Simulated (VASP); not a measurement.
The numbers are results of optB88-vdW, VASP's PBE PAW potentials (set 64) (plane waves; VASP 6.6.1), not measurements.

The input files of a VASP run:

INCAR:
```
SYSTEM  =  As
PREC  =  Accurate; ENCUT  =  520; LREAL  =  .False.
LASPH  =  .True.
EDIFF  =  1E-7; NELM  =  100; ALGO  =  Normal
LMAXMIX  =  4
ISMEAR  =  1; SIGMA  =  0.1
GGA  =  BO; LUSE_VDW  =  .True.; AGGAC  =  0.0
PARAM1  =  0.1833333333; PARAM2  =  0.22
IBRION  =  2; NSW  =  30; ISIF  =  4
EDIFFG  =  -0.01
LWAVE  =  .False.; LCHARG  =  .False.
```

KPOINTS:
```
Automatic mesh
0
Gamma
12 12 12
0 0 0
```

File POSCAR:
```
As
1
    3.7268809311    -1.8955791962     0.0049440919
    3.7268809311     1.8955791962     0.0049440919
    2.7585827743     0.0000000000     3.1421498411
As
2
Direct
  0.2269025727   0.2269025727   0.2269025727
  0.7730974273   0.7730974273   0.7730974273
```

POTCAR, in this order: As (PBE.64 set). Program: vasp_std.

### Question
What will the output report for the number of irreducible k-points (NKPTS), largest plane-wave count, number of space-group operations, FFT grid (NGX, NGY, NGZ)?

### Answer

| Item | Value |
|---|---|
| number of irreducible k-points (NKPTS) | 189 |
| largest plane-wave count | 1211 |
| number of space-group operations | 12 |
| FFT grid (NGX, NGY, NGZ) | 32 × 32 × 32 |

The compound is As in the a7 structure. This cell is one point of a volume scan, at 0.97 of the reference volume. Symmetry was kept, so distortions that lower it aren't found.
